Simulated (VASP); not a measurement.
Set up this calculation in VASP 6.6.1, as the native input.

```
Task                   : relaxation of cell and atoms
Functional             : PBEsol
Potentials or basis    : VASP PAW PBE potentials, release 64 (Ti_sv, B)
Cutoff                 : 600 eV
k mesh                 : 15 × 15 × 11
Occupations            : methfessel-paxton, width 0.1 eV
Spin                   : no spin polarisation
Further INCAR settings : ALGO = Normal; EDIFF = 1e-06; IBRION = 2; EDIFFG = -0.01; NSW = 90; ISIF = 3
```

The structure of TiB2 lies in POSCAR:

```
TiB2
1.0
    2.9843719800      0.0000000000      0.0000000000
   -1.4921859900      2.5845419500      0.0000000000
    0.0000000000      0.0000000000      3.3261155200
Ti B
1 2
Direct
    0.0000000000      0.0000000000      0.0000000000
    0.3333333300      0.6666666700      0.5000000000
    0.6666666700      0.3333333300      0.5000000000
```

The cell was built by a generator and needn't be a form met in nature.

The input as run:

INCAR

```
PREC = Accurate
ENCUT = 600
EDIFF = 1E-6
ISMEAR = 1
SIGMA = 0.1
LREAL = F
LASPH = T
NELM = 80
ALGO = Normal
ISIF = 3
LWAVE = F
LCHARG = F
GGA = PS
IBRION = 2
NSW = 90
EDIFFG = -0.01
```

KPOINTS

```
regular mesh
0
Gamma
  15 15 11
```

Potentials or basis: VASP PAW PBE potentials, release 64 (Ti_sv, B).

Run with:

```sh
$ cat potpaw_PBE.64/Ti_sv/POTCAR potpaw_PBE.64/B/POTCAR > POTCAR
$ mpirun -np 1 vasp_std > vasp.out
```

Results of the run:

* Relaxed volume: 8.38 Å³/atom
* Relaxed cell: a = 3.019 Å, b = 3.019 Å, c = 3.186 Å, α = 90.00°, β = 90.00°, γ = 120.00°
* Space group after relaxing (to 0.05 Å): P6/mmm (No. 191)
* Energy gained by relaxing: 22.3 meV/atom
* Ionic steps: 7
* Pressure after relaxing: 0.0 GPa
* Band gap on the k mesh: none (metal or under the smearing width)

Caveat: the PAW data sets were made with another functional, which shifts forces and pressure a little.

It took 100 s on 1 thread of Intel(R) Xeon(R) Platinum 8488C (Sapphire Rapids), on a shared host, peak memory 0.2 GiB.
